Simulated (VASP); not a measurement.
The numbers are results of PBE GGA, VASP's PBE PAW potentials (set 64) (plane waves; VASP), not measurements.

Input for VASP

POSCAR:
```
Ir
1
    0.0000000000     1.9554743030     1.9554743030
    1.9554743030     0.0000000000     1.9554743030
    1.9554743030     1.9554743030     0.0000000000
Ir
1
Direct
  0.0000000000   0.0000000000   0.0000000000
```

### INCAR
```
LWAVE = F
ISIF = 2
SIGMA = 0.1   # width (eV)
LREAL = F
LCHARG = F
LASPH = T   # aspherical one-centre terms
EDIFF = 1E-7   # SCF stop (eV)
ENCUT = 480
LMAXMIX = 6
NELM = 100   # most electronic steps
PREC = Accurate
GGA = PE   # PBE
ISMEAR = 1
SYSTEM = Ir
ALGO = Normal
```

File KPOINTS:
```
Automatic mesh
0
Gamma
16 16 16
0 0 0
```

POTCAR, in this order: Ir (PBE.64 set). Program: vasp_std.

The run wrote:

File OSZICAR:
```
       N       E                     dE             d eps       ncg     rms          rms(c)
DAV:   1     0.404982227122E+02    0.40498E+02   -0.43113E+03  2400   0.957E+02
DAV:   2    -0.878377958739E+01   -0.49282E+02   -0.47529E+02  2328   0.201E+02
DAV:   3    -0.940041190217E+01   -0.61663E+00   -0.61489E+00  3472   0.302E+01
DAV:   4    -0.940399157032E+01   -0.35797E-02   -0.35788E-02  2896   0.163E+00
DAV:   5    -0.940401759320E+01   -0.26023E-04   -0.26022E-04  3456   0.881E-02    0.131E+01
DAV:   6    -0.891179392515E+01    0.49222E+00   -0.11344E+00  2664   0.147E+01    0.523E+00
DAV:   7    -0.883390928315E+01    0.77885E-01   -0.29584E-01  3040   0.697E+00    0.159E+00
DAV:   8    -0.882849580523E+01    0.54135E-02   -0.20621E-03  2544   0.698E-01    0.437E-01
DAV:   9    -0.882796546479E+01    0.53034E-03   -0.51846E-04  3112   0.371E-01    0.137E-02
DAV:  10    -0.882797232989E+01   -0.68651E-05   -0.36805E-06  3160   0.191E-02    0.313E-03
DAV:  11    -0.882797249370E+01   -0.16381E-06   -0.10485E-07  2712   0.394E-03    0.638E-04
DAV:  12    -0.882797239539E+01    0.98305E-07   -0.64266E-09  1384   0.105E-03
   1 F= -.88279724E+01 E0= -.88278764E+01  d E =-.287861E-03
```

File OUTCAR:
```
------------------------ aborting loop because EDIFF is reached ----------------------------------------
  FORCE on cell =-STRESS in cart. coord.  units (eV):
  Direction    XX          YY          ZZ          XY          YZ          ZX
  --------------------------------------------------------------------------------------
  Total       -0.8805936     -0.8805936     -0.8805936      0.0000000      0.0000000      0.0000000
  in kB      -94.3408441    -94.3408441    -94.3408441      0.0000000      0.0000000      0.0000000
  external PRESSURE =     -94.3408441 kB  Pullay stress =       0.0000000 kB
  volume of cell :       14.95
      direct lattice vectors                 reciprocal lattice vectors
     0.000000000  1.955474303  1.955474303    -0.255692442  0.255692442  0.255692442
     1.955474303  0.000000000  1.955474303     0.255692442 -0.255692442  0.255692442
     1.955474303  1.955474303  0.000000000     0.255692442  0.255692442 -0.255692442
 POSITION                                       TOTAL-FORCE (eV/Angst)
 -----------------------------------------------------------------------------------
      0.00000      0.00000      0.00000         0.000000      0.000000      0.000000
 -----------------------------------------------------------------------------------
    total drift:                               -0.000000     -0.000000     -0.000000
  FREE ENERGIE OF THE ION-ELECTRON SYSTEM (eV)
  ---------------------------------------------------
  free  energy   TOTEN  =        -8.8279723954 eV

  energy  without entropy=       -8.8276845346  energy(sigma->0) =       -8.82787644
```
(Selected blocks of OUTCAR.)

OUTCAR:
```
 val. band max:        9.4456181406   @ k =   0.3125   0.2500   0.0625

 cond. band min:       9.4631819454   @ k =  -0.3750   0.1875   0.0000


 Fermi energy:         9.4578804105

 k-point     1 :       0.0000    0.0000    0.0000
  band No.  band energies     occupation
      1      -1.0630      2.00000
      2       5.9029      2.00000
      3       5.9029      2.00000
      4       5.9029      2.00000
      5       8.3641      2.00000
      6       8.3641      2.00000
      7      23.8880      0.00000
      8      29.1477      0.00000

 k-point     2 :       0.0625    0.0000    0.0000
  band No.  band energies     occupation
      1      -0.8991      2.00000
      2       5.8189      2.00000
      3       5.9726      2.00000
      4       5.9726      2.00000
      5       8.3212      2.00000
      6       8.3212      2.00000
      7      24.1626      0.00000
      8      28.2574      0.00000

 k-point     3 :       0.1250    0.0000    0.0000
  band No.  band energies     occupation
      1      -0.4276      2.00000
      2       5.6117      2.00000
      3       6.1471      2.00000
      4       6.1471      2.00000
      5       8.2387      2.00000
      6       8.2387      2.00000
      7      24.8937      0.00000
      8      26.5896      0.00000

 k-point     4 :       0.1875    0.0000    0.0000
  band No.  band energies     occupation
      1       0.2788      2.00000
      2       5.4092      2.00000
      3       6.3095      2.00000
      4       6.3095      2.00000
      5       8.2584      2.00000
      6       8.2584      2.00000
      7      24.8044      0.00000
      8      25.7587      0.00000

 k-point     5 :       0.2500    0.0000    0.0000
  band No.  band energies     occupation
      1       1.0559      2.00000
      2       5.4236      2.00000
      3       6.3144      2.00000
      4       6.3144      2.00000
      5       8.5418      2.00000
      6       8.5418      2.00000
      7      22.9881      0.00000
...
```

Unless said otherwise, spin-orbit coupling is left out, though it shifts the bands of the heavy elements here.

The compound is Ir in the fcc structure. This cell was strained or had an atom moved on purpose.
